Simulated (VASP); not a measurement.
All values below come from PBE GGA, VASP's PBE PAW potentials (set 64) (plane waves; VASP).

The input files of a VASP run:

### POSCAR
```
ZnO
1
    1.6753122863    -2.9017264597     0.0000000000
    1.6753122863     2.9017264597     0.0000000000
    0.0000000000     0.0000000000     5.4110502981
Zn O
2 2
Direct
  0.6666670000   0.3333330000   0.5014449356
  0.3333330000   0.6666670000   0.0014449356
  0.6666670000   0.3333330000   0.8805550644
  0.3333330000   0.6666670000   0.3805550644
```

INCAR:
```
SYSTEM=ZnO
PREC=Accurate; ENCUT=520; LREAL=.False.
LASPH=.True.
EDIFF=1E-7; NELM=100; ALGO=Normal
LMAXMIX=4
ISMEAR=0; SIGMA=0.05
GGA=PE
IBRION=2; NSW=30; ISIF=4
EDIFFG=-0.01
LWAVE=.False.; LCHARG=.False.
```

**KPOINTS**
```
Automatic mesh
0
Gamma
  9 9 5
```

POTCAR, in this order: Zn O (PBE.64 set). Program: vasp_std.

The run wrote:

### OSZICAR
```
       N       E                     dE             d eps       ncg     rms          rms(c)
DAV:   1     0.286974662512E+03    0.28697E+03   -0.18683E+04  1592   0.230E+03
DAV:   2     0.104603778363E+02   -0.27651E+03   -0.26610E+03  1698   0.431E+02
DAV:   3    -0.204469828550E+02   -0.30907E+02   -0.30673E+02  1872   0.153E+02
DAV:   4    -0.210665309161E+02   -0.61955E+00   -0.61897E+00  1686   0.235E+01
DAV:   5    -0.210714821463E+02   -0.49512E-02   -0.49510E-02  1860   0.202E+00    0.134E+01
DAV:   6    -0.176951822682E+02    0.33763E+01   -0.12773E+01  2846   0.766E+01    0.789E+00
DAV:   7    -0.178384436269E+02   -0.14326E+00   -0.26558E+00  1832   0.199E+01    0.478E+00
DAV:   8    -0.178628316806E+02   -0.24388E-01   -0.90192E-01  2124   0.893E+00    0.182E+00
DAV:   9    -0.177968212212E+02    0.66010E-01   -0.20002E-01  2420   0.824E+00    0.353E-01
DAV:  10    -0.178002782442E+02   -0.34570E-02   -0.54730E-02  1608   0.182E+00    0.129E-01
DAV:  11    -0.178003800840E+02   -0.10184E-03   -0.86678E-04  1980   0.566E-01    0.714E-02
DAV:  12    -0.178003617690E+02    0.18315E-04   -0.34884E-04  2264   0.469E-01    0.189E-02
DAV:  13    -0.178003814179E+02   -0.19649E-04   -0.70320E-05  2022   0.122E-01    0.239E-02
DAV:  14    -0.178003745283E+02    0.68895E-05   -0.24031E-05  1956   0.456E-02    0.594E-03
DAV:  15    -0.178003740433E+02    0.48502E-06   -0.34216E-06  1682   0.152E-02    0.104E-03
DAV:  16    -0.178003738931E+02    0.15023E-06   -0.74067E-08  1188   0.273E-03    0.703E-04
DAV:  17    -0.178003738223E+02    0.70761E-07   -0.61556E-08   942   0.273E-03
   1 F= -.17800374E+02 E0= -.17800374E+02  d E =-.178004E+02
```

**OUTCAR**
```
------------------------ aborting loop because EDIFF is reached ----------------------------------------
  FORCE on cell =-STRESS in cart. coord.  units (eV):
  Direction    XX          YY          ZZ          XY          YZ          ZX
  --------------------------------------------------------------------------------------
  Total       -2.1566793     -2.1566800     -2.1664014      0.0000000      0.0000000      0.0000000
  in kB      -65.6798787    -65.6798996    -65.9759568      0.0000000      0.0000000      0.0000000
  external PRESSURE =     -65.7785784 kB  Pullay stress =       0.0000000 kB
  volume of cell :       52.61
      direct lattice vectors                 reciprocal lattice vectors
     1.675312286 -2.901726460  0.000000000     0.298451819 -0.172311211  0.000000000
     1.675312286  2.901726460  0.000000000     0.298451819  0.172311211  0.000000000
     0.000000000  0.000000000  5.411050298     0.000000000  0.000000000  0.184807005
  FREE ENERGIE OF THE ION-ELECTRON SYSTEM (eV)
  ---------------------------------------------------
  free  energy   TOTEN  =       -17.8003738223 eV

  energy  without entropy=      -17.8003738223  energy(sigma->0) =      -17.80037382

 reached required accuracy - stopping structural energy minimisation
```
(Selected blocks of OUTCAR.)

The compound is ZnO in the wurtzite structure. This cell is one point of a volume scan, at 1.06 of the reference volume.
